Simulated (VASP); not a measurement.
Level of theory: r2SCAN meta-GGA, VASP's PBE PAW potentials (set 64) (plane waves; VASP).

The input files of a VASP run:

### INCAR
```
# general
SYSTEM   =  CoSi2
PREC     =  Accurate
ENCUT    =  520   # plane-wave cut-off (eV)
LREAL    =  .False.   # projection in real space or not
LASPH    =  .True.   # aspherical one-centre terms

# electronic loop
EDIFF    =  1E-7
NELM     =  100   # most electronic steps
ALGO     =  Normal
LMAXMIX  =  4   # l cut-off of mixed one-centre charges
LMIXTAU  =  .True.

# smearing
ISMEAR   =  1
SIGMA    =  0.1

# functional
METAGGA  =  R2SCAN

# ions
ISIF     =  2   # forces and stress, cell fixed

# output
LWAVE    =  .False.
LCHARG   =  .False.
```

### KPOINTS
```
Automatic mesh
0
Gamma
10 10 10
0 0 0
```

POSCAR:
```
CoSi2
2.6828180
  0.0000000000   0.9999998416   0.9999998416
  0.9999998416   0.0000000000   0.9999998416
  0.9999998416   0.9999998416   0.0000000000
Co Si
1 2
Direct
  0.0000000000   0.0000000000   0.0000000000
  0.2500000000   0.2500000000   0.2500000000
  0.7500000000   0.7500000000   0.7500000000
```

POTCAR, in this order: Co Si (PBE.64 set). Program: vasp_std.

What VASP printed:

OUTCAR:
```
 ion  position               nearest neighbor table
   1  0.000  0.000  0.000-   2 2.32   3 2.32   3 2.32   3 2.32   3 2.32   2 2.32   2 2.32   2 2.32
  LATTYP: Found a face centered cubic cell.
 ALAT       =     5.3656351502
 Subroutine PRICEL returns:
 Original cell was already a primitive cell.
 Subroutine GETGRP returns: Found 48 space group operations
The static configuration has the point symmetry O_h .
The dynamic configuration has the point symmetry O_h .
 Subroutine INISYM returns: Found 48 space group operations
 Subroutine IBZKPT returns following result:
 Found     47 irreducible k-points:

 Following reciprocal coordinates:
            Coordinates               Weight
  0.000000  0.000000  0.000000      1.000000
  0.100000  0.000000  0.000000      8.000000
  0.200000  0.000000  0.000000      8.000000
  0.300000  0.000000  0.000000      8.000000
  0.400000  0.000000  0.000000      8.000000
  0.500000  0.000000  0.000000      4.000000
  0.100000  0.100000  0.000000      6.000000
  0.200000  0.100000  0.000000     24.000000
  0.300000  0.100000  0.000000     24.000000
  0.400000  0.100000  0.000000     24.000000
...
```

OSZICAR:
```
       N       E                     dE             d eps       ncg     rms          rms(c)
DAV:   1     0.595192896961E+02    0.59519E+02   -0.71444E+03  1128   0.138E+03
DAV:   2    -0.310037998026E+02   -0.90523E+02   -0.84948E+02  1136   0.265E+02
DAV:   3    -0.356793038205E+02   -0.46755E+01   -0.44402E+01  1428   0.693E+01
DAV:   4    -0.357864066128E+02   -0.10710E+00   -0.10685E+00  1380   0.998E+00
DAV:   5    -0.357897813596E+02   -0.33747E-02   -0.33734E-02  1540   0.184E+00    0.157E+01
DAV:   6    -0.373311068741E+02   -0.15413E+01   -0.47367E+01  1352   0.152E+02    0.190E+01
DAV:   7    -0.319549546437E+02    0.53762E+01   -0.16514E+01  1460   0.109E+02    0.439E+00
DAV:   8    -0.320204605676E+02   -0.65506E-01   -0.15583E+00  1724   0.170E+01    0.329E+00
DAV:   9    -0.319854058842E+02    0.35055E-01   -0.30800E-01  1384   0.126E+01    0.616E-01
DAV:  10    -0.319929697490E+02   -0.75639E-02   -0.14621E-02  1380   0.133E+00    0.509E-01
DAV:  11    -0.319909227043E+02    0.20470E-02   -0.10680E-02  1480   0.217E+00    0.151E-01
DAV:  12    -0.319917734112E+02   -0.85071E-03   -0.29140E-03  1400   0.102E+00    0.540E-02
DAV:  13    -0.319919842348E+02   -0.21082E-03   -0.31089E-04  1336   0.285E-01    0.178E-02
DAV:  14    -0.319919715432E+02    0.12692E-04   -0.43513E-05  1316   0.102E-01    0.482E-03
DAV:  15    -0.319919849636E+02   -0.13420E-04   -0.22909E-06  1584   0.234E-02    0.350E-03
DAV:  16    -0.319919826951E+02    0.22684E-05   -0.11937E-07   884   0.705E-03    0.170E-03
DAV:  17    -0.319919842981E+02   -0.16030E-05   -0.17472E-07   828   0.747E-03    0.109E-03
DAV:  18    -0.319919824549E+02    0.18432E-05   -0.93763E-08   644   0.697E-03    0.267E-04
DAV:  19    -0.319919831572E+02   -0.70227E-06   -0.11077E-08   616   0.136E-03    0.162E-04
DAV:  20    -0.319919831450E+02    0.12198E-07   -0.31621E-09   616   0.771E-04
   1 F= -.31991983E+02 E0= -.31991954E+02  d E =-.862293E-04
```

OUTCAR:
```
------------------------ aborting loop because EDIFF is reached ----------------------------------------
  FORCE on cell =-STRESS in cart. coord.  units (eV):
  Direction    XX          YY          ZZ          XY          YZ          ZX
  --------------------------------------------------------------------------------------
  Total       -1.3024192     -1.3024192     -1.3024192     -0.0000000      0.0000000      0.0000000
  in kB      -54.0328576    -54.0328576    -54.0328576     -0.0000000      0.0000000      0.0000000
  external PRESSURE =     -54.0328576 kB  Pullay stress =       0.0000000 kB
  volume of cell :       38.62
      direct lattice vectors                 reciprocal lattice vectors
     0.000000000  2.682817575  2.682817575    -0.186371226  0.186371226  0.186371226
     2.682817575  0.000000000  2.682817575     0.186371226 -0.186371226  0.186371226
     2.682817575  2.682817575  0.000000000     0.186371226  0.186371226 -0.186371226
 POSITION                                       TOTAL-FORCE (eV/Angst)
 -----------------------------------------------------------------------------------
      0.00000      0.00000      0.00000        -0.000000     -0.000000      0.000000
      1.34141      1.34141      1.34141        -0.000000     -0.000000     -0.000000
      4.02423      4.02423      4.02423         0.000000      0.000000      0.000000
 -----------------------------------------------------------------------------------
    total drift:                               -0.000000     -0.000000      0.000000
  FREE ENERGIE OF THE ION-ELECTRON SYSTEM (eV)
  ---------------------------------------------------
  free  energy   TOTEN  =       -31.9919831450 eV

  energy  without entropy=      -31.9918969157  energy(sigma->0) =      -31.99195440
```
(Selected blocks of OUTCAR.)

The compound is CoSi2 in the fluorite structure. This cell is one point of a volume scan, at 1.03 of the reference volume. The run is not spin-polarised, so no magnetic state was tried. The electron count is odd and the run is not spin-polarised, which forces a metal.
